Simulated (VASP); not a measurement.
Wanted: the native input for a VASP 6.6.1 run.

| Item | Value |
| --- | --- |
| Task | electron localisation function |
| Functional | PBE |
| Potentials or basis | VASP PAW PBE potentials, release 64 (O, B, Cl, H) |
| Cutoff | 520 eV |
| k mesh | 1 × 1 × 1 |
| Occupations | gaussian, width 0.01 eV |
| Spin | no spin polarisation |
| Further INCAR settings | ALGO = Fast; EDIFF = 1e-07 |

The structure of OBClH2 lies in POSCAR:

```
BH2ClO
1.0
   12.0000000000      0.0000000000      0.0000000000
    0.0000000000     12.0000000000      0.0000000000
    0.0000000000      0.0000000000     11.0000000000
O B Cl H
1 1 1 2
Direct
    0.4397416700      0.4218291700      0.4928772700
    0.5432666700      0.4619458300      0.5056772700
    0.5774000000      0.5980458300      0.4572045500
    0.3885416700      0.4734791700      0.4558954500
    0.6136250000      0.4054541700      0.5502863600
```

These files were run (other wordings do the same):

INCAR

```
PREC = Accurate
ENCUT = 520
EDIFF = 1E-7
ISMEAR = 0
SIGMA = 0.01
LREAL = F
LASPH = T
NELM = 100
ALGO = Fast
ISIF = 2
LWAVE = F
LCHARG = T
GGA = PE
LELF = T
```

KPOINTS

```
Automatic mesh
0
Gamma
  1 1 1
```

Potentials or basis: VASP PAW PBE potentials, release 64 (O, B, Cl, H).

Command:

```console
$ cat potpaw_PBE.64/O/POTCAR potpaw_PBE.64/B/POTCAR potpaw_PBE.64/Cl/POTCAR potpaw_PBE.64/H/POTCAR > POTCAR
$ mpirun -np 1 vasp_gam > vasp.out
```

It gave:

* Largest force: 0.593 eV/Å
* Gap between the frontier levels: 6.25 eV

It took 75 s on 1 thread of Intel(R) Xeon(R) 6975P-C (Granite Rapids) (shared host), peak memory 1.3 GiB.
